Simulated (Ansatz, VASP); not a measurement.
# Cross-check of SnP2O7 (SnP2O7 (P-1)) between VASP and Ansatz

Aim: how closely do two programs agree when they are given the same cell, functional and k mesh? The cell is taken from a series of runs on this material, whose earlier steps may have relaxed, scaled, displaced or heated it; both programs get it as it stands.

Calculated with Ansatz 0.2.0; plane waves, with VASP 6.6.1 beside it; r2SCAN.

## 1. Starting point

The cell holds 20 atoms: 2 Sn, 4 P and 14 O. Cell: a = 5.101 Å, b = 6.806 Å, c = 8.480 Å, α = 68.2°, β = 89.1°, γ = 89.1°.

## 2. VASP: single point, r2SCAN

With cell and atoms fixed, the geometry can't cause a difference; cores, projectors, grids and the points listed under the comparison can.

Lines of VASP's logs that name or quote its potential files are left out, and so is its time.

Input file INCAR:

```
SYSTEM = SnP2O7
PREC = Accurate
ENCUT = 580
EDIFF = 1E-06
NELM = 120
ISMEAR = -1
SIGMA = 0.01
LREAL = .FALSE.
ALGO = Normal
METAGGA = R2SCAN
LASPH = .TRUE.
NBANDS = 86
LORBIT = 11
LWAVE = .FALSE.
LCHARG = .FALSE.
ISIF = 2
GGA_COMPAT = .FALSE.
EFERMI = MIDGAP
LMIXTAU = .TRUE.
KPAR = 4
```

Input file POSCAR:

```
SnP2O7
1.0
    5.1012829770     -0.0187229037     -0.0209285951
    0.1372277968      6.8044863064      0.0545780663
    0.1699992210      3.0815826159      7.8988365803
Sn P O
2 4 14
Direct
    0.2428249042      0.2139306018      0.7325916291
    0.7571750958      0.7860693982      0.2674083709
    0.2498328424      0.1156915004      0.1619180964
    0.2748854447      0.4474453815      0.3159081358
    0.7251145553      0.5525546185      0.6840918642
    0.7501671576      0.8843084996      0.8380819036
    0.1698154772      0.2836215254      0.4812633938
    0.0376929854      0.9413763870      0.7940169932
    0.0964914844      0.6399919485      0.2382424643
    0.2838560528      0.3403586923      0.1775982168
    0.3248041975      0.1596296047      0.9787109351
    0.4362245647      0.9578198075      0.2873497980
    0.4424383461      0.4907983911      0.6692757390
    0.5575616539      0.5092016089      0.3307242610
    0.5637754353      0.0421801925      0.7126502020
    0.6751958025      0.8403703953      0.0212890649
    0.7161439472      0.6596413077      0.8224017832
    0.9035085156      0.3600080515      0.7617575357
    0.9623070146      0.0586236130      0.2059830068
    0.8301845228      0.7163784746      0.5187366062
```

Input file KPOINTS:

```
Automatic mesh
0
Gamma
6 5 4
0 0 0
```

PAW data sets: Sn_d, P and O (PBE family, release 64).

Started as:

```sh
$ mpirun -np 4 vasp_std
```

Numbers of over 12 decimals in the logs are rounded to 6 here.

Output:

```text
[banner, memory and clock lines left out]
running    4 mpi-ranks, on    1 nodes
 distrk:  each k-point on    1 cores,    4 groups
 distr:  one band on    1 cores,    1 groups

 POSCAR found type information on POSCAR SnP O
 POSCAR found :  3 types and      20 ions
|                                                                             |
|               ----> ADVICE to this user running VASP <----                  |
|                                                                             |
|     You have a (more or less) 'large supercell' and for larger cells it     |
|     might be more efficient to use real-space projection operators.         |
|     Therefore, try LREAL= Auto in the INCAR file.                           |
|     Mind: For very accurate calculation, you might also keep the            |
|     reciprocal projection scheme (i.e. LREAL=.FALSE.).                      |
|                                                                             |

|                                                                             |
|               ----> ADVICE to this user running VASP <----                  |
|                                                                             |
|     You enforced a specific xc type in the INCAR file but a different       |
|     [... a line on the potential file left out ...]
|     I HOPE YOU KNOW WHAT YOU ARE DOING!                                     |
|                                                                             |

 LDA part: xc-table for (None), standard interpolation
 POSCAR, INCAR and KPOINTS ok, starting setup
 FFT: planning ... GRIDC
 FFT: planning ... GRID_SOFT
 FFT: planning ... GRID
 WAVECAR not read
 entering main loop
       N       E                     dE             d eps       ncg     rms          rms(c)
DAV:   1     0.179744969721E+04    0.17974E+04   -0.65938E+04 11402   0.193E+03
DAV:   2     0.550309934530E+02   -0.17424E+04   -0.16271E+04 12416   0.573E+02
DAV:   3    -0.251312198291E+03   -0.30634E+03   -0.30063E+03 11518   0.223E+02
DAV:   4    -0.270831972961E+03   -0.19520E+02   -0.19264E+02 13336   0.630E+01
DAV:   5    -0.271515013898E+03   -0.68304E+00   -0.68006E+00 13736   0.118E+01    0.481E+01
DAV:   6    -0.231565362864E+03    0.39950E+02   -0.44462E+01 16216   0.427E+01    0.256E+01
DAV:   7    -0.211179963190E+03    0.20385E+02   -0.78957E+00 15424   0.246E+01    0.533E+00
DAV:   8    -0.223789351520E+03   -0.12609E+02   -0.62138E+00 13076   0.120E+01    0.481E+00
DAV:   9    -0.213797473673E+03    0.99919E+01   -0.22396E+00 12300   0.720E+00    0.940E-01
DAV:  10    -0.213862555382E+03   -0.65082E-01   -0.81434E-01 12308   0.493E+00    0.150E+00
DAV:  11    -0.213382957120E+03    0.47960E+00   -0.68199E-02 12870   0.166E+00    0.104E+00
DAV:  12    -0.214202575255E+03   -0.81962E+00   -0.21181E-01 11382   0.218E+00    0.428E-01
DAV:  13    -0.214260824974E+03   -0.58250E-01   -0.59395E-02 12468   0.130E+00    0.101E-01
DAV:  14    -0.214223268549E+03    0.37556E-01   -0.73807E-03 12328   0.525E-01    0.860E-02
DAV:  15    -0.214274654070E+03   -0.51386E-01   -0.24900E-02 11156   0.914E-01    0.545E-02
DAV:  16    -0.214278398331E+03   -0.37443E-02   -0.17215E-03 11276   0.236E-01    0.251E-02
DAV:  17    -0.214277324874E+03    0.10735E-02   -0.10056E-03 12722   0.164E-01    0.281E-02
DAV:  18    -0.214278564691E+03   -0.12398E-02   -0.28185E-04 12196   0.971E-02    0.834E-03
DAV:  19    -0.214278559212E+03    0.54786E-05   -0.17546E-04 11616   0.747E-02    0.107E-02
DAV:  20    -0.214278686084E+03   -0.12687E-03   -0.51066E-05 11976   0.452E-02    0.307E-03
DAV:  21    -0.214278694911E+03   -0.88271E-05   -0.90855E-06 11554   0.182E-02    0.190E-03
DAV:  22    -0.214278696483E+03   -0.15714E-05   -0.15408E-06  8930   0.849E-03    0.106E-03
DAV:  23    -0.214278696623E+03   -0.14084E-06   -0.92683E-07  8164   0.582E-03
   1 F= -.21427870E+03 E0= -.21427870E+03  d E =0.000000E+00
```

OUTCAR, selected parts (step 2):

```text
ion  position               nearest neighbor table
   1  0.243  0.214  0.733-  11 2.03   8 2.03  15 2.04  18 2.04  13 2.04   7 2.04   6 3.28   4 3.30
                             6 3.30   5 3.31
   2  0.757  0.786  0.267-  16 2.03  19 2.03  12 2.04   9 2.04  14 2.04  20 2.04   3 3.28   5 3.30
                             3 3.30   4 3.31
   3  0.250  0.116  0.162-  11 1.51  19 1.53  12 1.53  10 1.60   2 3.28   2 3.30
   4  0.275  0.447  0.316-   9 1.52   7 1.53  14 1.53  10 1.59   1 3.30   2 3.31
   5  0.725  0.553  0.684-  18 1.52  20 1.53  13 1.53  17 1.59   2 3.30   1 3.31
   6  0.750  0.884  0.838-  16 1.51   8 1.53  15 1.53  17 1.60   1 3.28   1 3.30
   7  0.170  0.284  0.481-   4 1.53   1 2.04
   8  0.038  0.941  0.794-   6 1.53   1 2.03
   9  0.096  0.640  0.238-   4 1.52   2 2.04
  10  0.284  0.340  0.178-   4 1.59   3 1.60
  11  0.325  0.160  0.979-   3 1.51   1 2.03
  12  0.436  0.958  0.287-   3 1.53   2 2.04
  13  0.442  0.491  0.669-   5 1.53   1 2.04
  14  0.558  0.509  0.331-   4 1.53   2 2.04
  15  0.564  0.042  0.713-   6 1.53   1 2.04
  16  0.675  0.840  0.021-   6 1.51   2 2.03
  17  0.716  0.660  0.822-   5 1.59   6 1.60
  18  0.904  0.360  0.762-   5 1.52   1 2.04
  19  0.962  0.059  0.206-   3 1.53   2 2.03
  20  0.830  0.716  0.519-   5 1.53   2 2.04

  LATTYP: Found a triclinic cell.
 ALAT       =     8.4803697134
 B/A-ratio  =     1.0238871708
 C/A-ratio  =     0.6015492766
 COS(alpha) =     0.0016415142
 COS(beta)  =     0.0148910135
 COS(gamma) =     0.6857330916

 Subroutine GETGRP returns: Found  2 space group operations
 (whereof  2 operations were pure point group operations)

The static configuration has the point symmetry S_2 .

 Found     62 irreducible k-points:

   k-points           NKPTS =     62   k-points in BZ     NKDIM =     62   number of bands    NBANDS=     86

   dimension x,y,z NGX =    40 NGY =   54 NGZ =   70
   dimension x,y,z NGXF=    80 NGYF=  108 NGZF=  140

   ENCUT  =  580.0 eV  42.63 Ry    6.53 a.u.  10.02 13.36 16.65*2*pi/ulx,y,z

   NELECT =     132.0000    total number of electrons

 k-points in reciprocal lattice and weights: Automatic mesh
   0.00000000  0.00000000  0.00000000       0.008
   0.16666667  0.00000000  0.00000000       0.017
   0.33333333  0.00000000  0.00000000       0.017
   0.50000000 -0.00000000  0.00000000       0.008
  -0.00000000  0.20000000  0.00000000       0.017
   0.16666667  0.20000000  0.00000000       0.017
   0.33333333  0.20000000  0.00000000       0.017
   0.50000000  0.20000000  0.00000000       0.017
  -0.33333333  0.20000000  0.00000000       0.017
[...]
-0.33333333  0.40000000  0.50000000       0.017
  -0.16666667  0.40000000  0.50000000       0.017

 average (electrostatic) potential at core
       1-109.8999       2-109.8999       3 -90.9857       4 -91.0480       5 -91.0480
       6 -90.9857       7 -76.4544       8 -76.3548       9 -76.4093      10 -77.5372
      11 -76.3115      12 -76.3439      13 -76.3869      14 -76.3869      15 -76.3439
      16 -76.3115      17 -77.5372      18 -76.4093      19 -76.3548      20 -76.4544

 E-fermi :   3.0802

 k-point     1 :       0.0000    0.0000    0.0000
  band No.  band energies     occupation
    ...
     62       0.1658      2.00000
     63       0.2776      2.00000
     64       0.3248      2.00000
     65       0.3966      2.00000
     66       0.4757      2.00000
     67       5.5679      0.00000
     68       6.4520      0.00000
     69       9.1934      0.00000
     70       9.6971      0.00000
     71      10.1624      0.00000
    ...

 k-point     2 :       0.1667    0.0000    0.0000
  band No.  band energies     occupation
    ...
     62       0.1794      2.00000
     63       0.2431      2.00000
     64       0.3135      2.00000
     65       0.3941      2.00000
     66       0.4549      2.00000
     67       5.7924      0.00000
     68       6.5372      0.00000
     69       9.1752      0.00000
     70       9.8506      0.00000
     71      10.0867      0.00000
    ...

 k-point     3 :       0.3333    0.0000    0.0000
  band No.  band energies     occupation
    ...
     62       0.1591      2.00000
     63       0.2182      2.00000
     64       0.2940      2.00000
     65       0.3436      2.00000
     66       0.4720      2.00000
     67       6.2801      0.00000
     68       6.6940      0.00000
     69       9.2385      0.00000
     70       9.7221      0.00000
     71      10.1661      0.00000
    ...

  Total       -5.7912774     -4.9881170     -5.9640355      0.2421869      0.4776283      0.1008218
  in kB      -33.9431246    -29.2357391    -34.9556727      1.4194764      2.7994161      0.5909241
  external PRESSURE =     -32.7115121 kB  Pullay stress =       0.0000000 kB

  energy-cutoff  :      580.00
  volume of cell :      273.36
      direct lattice vectors                 reciprocal lattice vectors
     5.101282977 -0.018722904 -0.020928595     0.196003674 -0.003931322 -0.002684671
     0.137227797  6.804486306  0.054578066     0.000305079  0.147417063 -0.057518562
     0.169999221  3.081582616  7.898836580     0.000517219 -0.001029014  0.126991242

 POSITION                                       TOTAL-FORCE (eV/Angst)
 -----------------------------------------------------------------------------------
      1.39262      3.70868      5.79322        -0.008034     -0.037940      0.007743
      4.01589      6.15866      2.13927         0.008034      0.037940     -0.007743
      1.31787      1.28151      1.28005         0.014342      0.122007     -0.021444
      1.51737      4.01299      2.51397         0.018748     -0.083477     -0.121554
      3.89114      5.85436      5.41851        -0.018748      0.083477      0.121554
      4.09064      8.58584      6.65244        -0.014342     -0.122007      0.021444
      0.98701      3.40977      3.81335         0.212946      0.296738     -0.439777
      0.45645      8.85171      6.32240        -0.549369      0.002951      0.163105
      0.62056      5.08717      1.91475         0.286005     -0.377306      0.285965
      1.52493      2.85794      1.41545        -0.043499     -0.108499      0.288238
      1.84520      4.09609      7.73259        -0.207961      0.075568      0.523929
      2.40559      7.39480      2.31288        -0.327143      0.207086     -0.400643
      2.43813      5.39378      5.30403         0.529069      0.087316      0.042913
      2.97038      4.47357      2.62846        -0.529069     -0.087316     -0.042913
      3.00292      2.47255      5.61961         0.327143     -0.207086      0.400643
      3.56331      5.77125      0.19989         0.207961     -0.075568     -0.523929
      3.88358      7.00941      6.51703         0.043499      0.108499     -0.288238
      4.78795      4.78017      6.01774        -0.286005      0.377306     -0.285965
      4.95206      1.01564      1.61009         0.549369     -0.002951     -0.163105
      4.42150      6.45757      4.11914        -0.212946     -0.296738      0.439777
 -----------------------------------------------------------------------------------
    total drift:                                0.000000     -0.000000     -0.000000

  FREE ENERGIE OF THE ION-ELECTRON SYSTEM (eV)
  ---------------------------------------------------
  free  energy   TOTEN  =      -214.2786966235 eV

  energy  without entropy=     -214.2786966235  energy(sigma->0) =     -214.27869662

 total charge
# of ion       s       p       d       tot
------------------------------------------
    1        0.775   1.066  10.399  12.241
    2        0.775   1.066  10.399  12.241
    3        0.885   1.476   0.000   2.361
    4        0.886   1.475   0.000   2.361
    5        0.886   1.475   0.000   2.361
    6        0.885   1.476   0.000   2.361
    7        1.565   3.638   0.000   5.202
    8        1.565   3.640   0.000   5.205
    9        1.561   3.660   0.000   5.222
   10        1.558   3.723   0.000   5.280
   11        1.558   3.678   0.000   5.236
   12        1.564   3.642   0.000   5.205
   13        1.564   3.644   0.000   5.208
   14        1.564   3.644   0.000   5.208
   15        1.564   3.642   0.000   5.205
   16        1.558   3.678   0.000   5.236
   17        1.558   3.723   0.000   5.280
   18        1.561   3.660   0.000   5.222
   19        1.565   3.640   0.000   5.205
   20        1.565   3.638   0.000   5.202
--------------------------------------------------
tot         26.960  59.283  20.799 107.042

[... 3 further parts left out ...]
```

The run ends at a pressure of -3.27 GPa, with forces up to 0.57 eV/Å.

(Part 1 of 2 ends here.)

[Lines on the potential files, build, host, timing and source positions are cut from VASP's logs without a mark.]

[Logs are printed without paths, hosts, clocks, repeated set-up lines and the standing remarks that a program may print on its own settings, such as how far it seeks lower states.]

[Hosts, paths, dates, database ids (printed as entryN), source tags and the programs' standing remarks are cut or masked in the printed files.]
